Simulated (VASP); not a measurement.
OSZICAR of a VASP run on KBr (rock salt):

### OSZICAR
```
       N       E                     dE             d eps       ncg     rms          rms(c)
DAV:   1    -0.718670869152E+01   -0.71867E+01   -0.14670E-01   400   0.437E+00    0.114E+00
DAV:   2    -0.718829595870E+01   -0.15873E-02   -0.56906E-03   476   0.631E-01    0.690E-01
DAV:   3    -0.718792385599E+01    0.37210E-03   -0.53169E-04   468   0.217E-01    0.391E-01
DAV:   4    -0.718783124519E+01    0.92611E-04   -0.16734E-04   472   0.110E-01    0.221E-01
DAV:   5    -0.718781080391E+01    0.20441E-04   -0.36643E-05   532   0.484E-02    0.127E-01
DAV:   6    -0.718780499131E+01    0.58126E-05   -0.71567E-06   528   0.236E-02    0.743E-02
DAV:   7    -0.718780334441E+01    0.16469E-05   -0.21796E-06   456   0.140E-02    0.437E-02
DAV:   8    -0.718780302864E+01    0.31577E-06   -0.83905E-07   340   0.920E-03
   1 F= -.71878030E+01 E0= -.71878030E+01  d E =-.119743E-20
       N       E                     dE             ncg
```

Q: Which electronic solver shows in the log?

A: It is blocked Davidson (ALGO = Normal, or the opening steps of other solvers). The INCAR had ALGO = Normal.

Q: Can the final energy be trusted as converged?

A: The run converged. It stopped with EDIFF = 1E-6, NELM = 60 (HSE06 screened hybrid, plane waves, VASP's PBE PAW potentials (set 64)).

The compound is KBr in the rock salt structure. It was relaxed first. The cell's shape comes from a PBE relaxation.
